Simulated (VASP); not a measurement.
A VASP calculation is set up with these files.

**INCAR**
```
ALGO = Normal
EDIFF = 1E-6
EDIFFG = -0.02
ENCUT = 620
GGA = PS
IBRION = 2
ISIF = 3
ISMEAR = 0
LASPH = T
LCHARG = F
LREAL = F
LWAVE = F
NELM = 100
NSW = 40
PREC = Accurate
SIGMA = 0.05
SYSTEM = MgO
```

File POSCAR:
```
MgO
1.0
  3.2952816061   0.0000000000   0.0000000000
 -1.6476408031   2.8537972782   0.0000000000
  0.0000000000   0.0000000000   5.0201855017
Mg O
2 2
Cartesian
 -0.0000016477   1.9025324701   4.9664913451
  1.6476424507   0.9512648081   2.4563985943
 -0.0000016477   1.9025324701   1.9362637197
  1.6476424507   0.9512648081   4.4463564706
```

File KPOINTS:
```
Automatic mesh
0
Gamma
8 8 5
0 0 0
```

POTCAR, in this order: Mg O (PBE.64 set). Program: vasp_std.

Question: Translate this PBEsol calculation to Quantum ESPRESSO's pw.x.

Answer: One equivalent input (not run):
```
&CONTROL
  calculation = 'vc-relax'
  pseudo_dir = './pseudo'
  outdir = './out'
  tprnfor = .true.
  tstress = .true.
  nstep = 40
  forc_conv_thr = 0.00078
/
&SYSTEM
  ibrav = 0
  nat = 4
  ntyp = 2
  ecutwfc = 84
  occupations = 'smearing'
  smearing = 'gaussian'
  degauss = 0.003675
  input_dft = 'pbesol'
/
&ELECTRONS
  conv_thr = 7.3e-08
  electron_maxstep = 100
/
&IONS
/
&CELL
/
ATOMIC_SPECIES
  Mg 24.305 Mg.upf
  O 15.999 O.upf
CELL_PARAMETERS angstrom
     3.2952816    0.0000000    0.0000000
    -1.6476408    2.8537973    0.0000000
     0.0000000    0.0000000    5.0201855
ATOMIC_POSITIONS crystal
  Mg   0.3333330  0.6666670  0.9893043
  Mg   0.6666670  0.3333330  0.4893043
  O    0.3333330  0.6666670  0.3856957
  O    0.6666670  0.3333330  0.8856957
K_POINTS automatic
  8 8 5 0 0 0
```
What does not carry over: the potentials are each code's own (VASP's PAW set, PseudoDojo norm-conserving files in pw.x), so ENCUT and ecutwfc are chosen apart and not converted; conv_thr bounds pw.x's estimated SCF error, while EDIFF bounds the energy change between steps; forc_conv_thr acts on force components and is met together with etot_conv_thr.

The structure was generated: MgO was put into the wurtzite type (P6_3mc), which need not be its known phase. It was relaxed first, which changed the volume by -14 %.
